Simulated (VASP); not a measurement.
Consider the following.

```xyz
2
Lattice="1.4550 -2.5201 0.0000 1.4550 2.5201 0.0000 0.0000 0.0000 2.8400" Properties=species:S:1:pos:R:3 pbc="T T T"
W      0.0000     0.0000     0.0000
C      1.4550     0.8400     1.4200
```

Calculation: RPBE GGA, VASP's PBE PAW potentials (set 64) (plane waves; VASP). Settings: 520 eV cut-off, 13×13×12 Γ-centred mesh, first-order Methfessel-Paxton smearing of 0.10 eV, potentials W_sv C.

Energy and stress use the plane-wave basis of the starting cell.

The ions, cell shape and volume are relaxed. What does this cell relax into?

```xyz
2
Lattice="1.4680 -2.5426 0.0000 1.4680 2.5426 0.0000 0.0000 0.0000 2.8588" Properties=species:S:1:pos:R:3 pbc="T T T"
W      0.0000     0.0000     0.0000
C      1.4680     0.8475     1.4294
```
Space group P-6m2 (187), at a tolerance of 0.03 Å.

How do energy and volume change from the first to the last step?

The energy (σ→0) changes by -7.5 meV/atom and the volume by +2.5 %, in 9 ionic steps.

```json
[
 {"step": "1", "E(σ→0) (eV)": "-21.3918", "max force (eV/Å)": "0.000", "pressure (GPa)": "9.49", "volume (Å³)": "20.83"},
 {"step": "2", "E(σ→0) (eV)": "-21.3105", "max force (eV/Å)": "0.000", "pressure (GPa)": "-20.70", "volume (Å³)": "22.74"},
 {"step": "3", "E(σ→0) (eV)": "-21.4066", "max force (eV/Å)": "0.000", "pressure (GPa)": "-0.21", "volume (Å³)": "21.35"},
 {"step": "4", "E(σ→0) (eV)": "-21.4066", "max force (eV/Å)": "0.000", "pressure (GPa)": "-0.05", "volume (Å³)": "21.34"},
 {"step": "5", "E(σ→0) (eV)": "-21.4066", "max force (eV/Å)": "0.000", "pressure (GPa)": "0.13", "volume (Å³)": "21.33"},
 {"step": "6", "E(σ→0) (eV)": "-21.4067", "max force (eV/Å)": "0.000", "pressure (GPa)": "0.18", "volume (Å³)": "21.33"},
 {"step": "7", "E(σ→0) (eV)": "-21.4067", "max force (eV/Å)": "0.000", "pressure (GPa)": "0.20", "volume (Å³)": "21.33"},
 {"step": "8", "E(σ→0) (eV)": "-21.4067", "max force (eV/Å)": "0.000", "pressure (GPa)": "-0.36", "volume (Å³)": "21.36"},
 {"step": "9", "E(σ→0) (eV)": "-21.4067", "max force (eV/Å)": "0.000", "pressure (GPa)": "0.01", "volume (Å³)": "21.34"}
]
```

The compound is WC in the wc structure. This run relaxes it. Symmetry was kept, so distortions that lower it aren't found.
